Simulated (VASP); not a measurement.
A convergence study with VASP on WSe2 (2H layered): one setting is varied, all else stays as given below, so the limit is that of these other settings.

```xyz
6
Lattice="1.6400 -2.8406 0.0000 1.6400 2.8406 0.0000 0.0000 0.0000 12.9600" Properties=species:S:1:pos:R:3 pbc="T T T"
W      1.6400     0.9469     3.2400
W      1.6400    -0.9469     9.7200
Se     1.6400     0.9469    11.3918
Se     1.6400    -0.9469     4.9118
Se     1.6400    -0.9469     1.5682
Se     1.6400     0.9469     8.0482
```

Computed with LDA (Ceperley-Alder, Perdew-Zunger), VASP's LDA PAW potentials (set 64) (plane waves; VASP 6.6.1). The tightest run used: 550 eV cut-off, 17×17×4 Γ-centred mesh, Gaussian smearing of 0.050 eV, potentials W_sv Se.

The settings run are 1×1×1 mesh; 2×2×1 mesh; 3×3×1 mesh; 5×5×1 mesh; 6×6×1 mesh; 8×8×2 mesh; 10×10×2 mesh; 11×11×2 mesh; 12×12×3 mesh; 13×13×3 mesh; 14×14×3 mesh; 16×16×4 mesh; 17×17×4 mesh. From which on does the energy per atom stay within 0.001 eV/atom of the tightest run?

From 8×8×2 mesh on: it is off by 0.0001 there and by no more than 0.001 in any finer run, while 6×6×1 mesh is off by 0.0085.
```
setting       E (eV/atom)  pressure (GPa)  largest force (eV/Å)  irreducible k-points  difference judged (eV/atom)
------------  -----------  --------------  --------------------  --------------------  ---------------------------
1×1×1 mesh        -4.6052           20.44                 4.073                     1                       3.4742
2×2×1 mesh        -7.7046            0.28                 0.021                     2                       0.3748
3×3×1 mesh        -8.0605           -2.21                 0.494                     3                       0.0189
5×5×1 mesh        -8.0712           -2.19                 0.213                     5                       0.0082
6×6×1 mesh        -8.0709           -2.21                 0.206                     7                       0.0085
8×8×2 mesh        -8.0793           -2.38                 0.175                    20                       0.0001
10×10×2 mesh      -8.0794           -2.38                 0.176                    28                       0.0000
11×11×2 mesh      -8.0793           -2.38                 0.175                    32                       0.0001
12×12×3 mesh      -8.0794           -2.38                 0.175                    38                       0.0000
13×13×3 mesh      -8.0794           -2.38                 0.175                    42                       0.0000
14×14×3 mesh      -8.0794           -2.38                 0.175                    48                       0.0000
16×16×4 mesh      -8.0794           -2.39                 0.175                    90                       0.0000
17×17×4 mesh      -8.0794           -2.38                 0.175                    99                       0.0000
```

Left out are rungs that failed or repeat a setting and relaxations that didn't move; long series are thinned to 24 rows.

The compound is WSe2 in the 2H layered structure. The cell was not relaxed at this level, forces remain on its atoms.
